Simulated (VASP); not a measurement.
Consider the following.

```xyz
2
Lattice="0.0000 3.0025 3.0025 3.0025 0.0000 3.0025 3.0025 3.0025 0.0000" Properties=species:S:1:pos:R:3 pbc="T T T"
In     0.0000     0.0000     0.0000
P      1.5013     1.5013     1.5013
```

Level of theory: PBE GGA with D4 dispersion, VASP's PBE PAW potentials (set 64) (plane waves; VASP). Numerical set-up: 520 eV cut-off, 8×8×8 Γ-centred mesh, Gaussian smearing of 0.050 eV, potentials In_d P.

**Question.** Give the stress tensor in GPa (positive for a compressed cell).

**Answer.** 
```
-3.32   0.00   0.00
 0.00  -3.32   0.00
 0.00   0.00  -3.32
```
The pressure is its mean diagonal, -3.32 GPa.

The compound is InP in the zinc blende structure. This cell is one point of a volume scan, at 1.06 of the reference volume.
